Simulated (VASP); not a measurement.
```
Na2S
1.0
    0.00000     3.33353     3.33353
    3.33353     0.00000     3.33353
    3.33353     3.33353     0.00000
Na S
2 1
Direct
  0.25000   0.25000   0.25000
  0.75000   0.75000   0.75000
  0.00000   0.00000   0.00000
```

Level of theory: revPBE GGA, VASP's PBE PAW potentials (set 64) (plane waves; VASP). Run with 520 eV cut-off, Gaussian smearing of 0.050 eV, potentials Na_pv S.

Task: Give the energies of bands 8 to 13 at the high-symmetry points, in eV from the valence-band maximum.

Result: 
```json
[
 {"band": "8", "Γ": "0.00", "X": "-1.35", "U": "-1.13", "L": "-1.50", "W": "-0.93"},
 {"band": "9", "Γ": "0.00", "X": "-0.42", "U": "-0.85", "L": "-0.12", "W": "-0.93"},
 {"band": "10", "Γ": "0.00", "X": "-0.42", "U": "-0.33", "L": "-0.12", "W": "-0.53"},
 {"band": "11", "Γ": "2.49", "X": "3.97", "U": "4.63", "L": "4.73", "W": "4.88"},
 {"band": "12", "Γ": "7.67", "X": "5.98", "U": "6.32", "L": "6.37", "W": "7.08"},
 {"band": "13", "Γ": "7.67", "X": "8.17", "U": "7.65", "L": "7.13", "W": "7.08"}
]
```

The gap is direct, 2.49 eV, from the valence maximum at Γ to the conduction minimum at Γ.

The compound is Na2S in the antifluorite structure. It was relaxed first, which changed the volume by +6 %.
